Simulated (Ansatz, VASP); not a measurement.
# Two plane-wave programs on As2Se

```
As Se
1.0
    -3.49330    3.49330    2.62922
     3.49330   -3.49330    2.62922
     3.49330    3.49330   -2.62922
As Se
4 2
Direct
  0.87500 0.12500 0.75000
  0.37500 0.12500 0.25000
  0.87500 0.62500 0.75000
  0.87500 0.12500 0.25000
  0.50000 0.50000 0.00000
  0.25000 0.75000 0.50000
```

Alike in both runs: functional PBE; k mesh 8 × 8 × 8; occupations gaussian, width 0.1 eV; no spin polarisation.

Ansatz relaxed the structure, and its values are those at the end. VASP's run is a single point on that final structure, the one shown.

|  | VASP | Ansatz |
| --- | --- | --- |
| version | VASP 6.6.1 | Ansatz 0.2.0 |
| potentials or method | VASP PAW PBE potentials, release 64 (As, Se) | scalar-relativistic, plane waves, PAW |
| plane-wave cutoff (eV) | 520 | 420 |
| valence electrons in the cell | 32 | 92 |

|  | VASP | Ansatz | Ansatz less VASP |
| --- | --- | --- | --- |
| gap on the k mesh at the Fermi level (eV) | none | none | - |
| pressure (GPa) | 2.3 | 2.1 | -0.12 |

A gap of «none» marks a metal or a gap that the smearing closes. The two sets of potentials don't hold the same shells in valence.
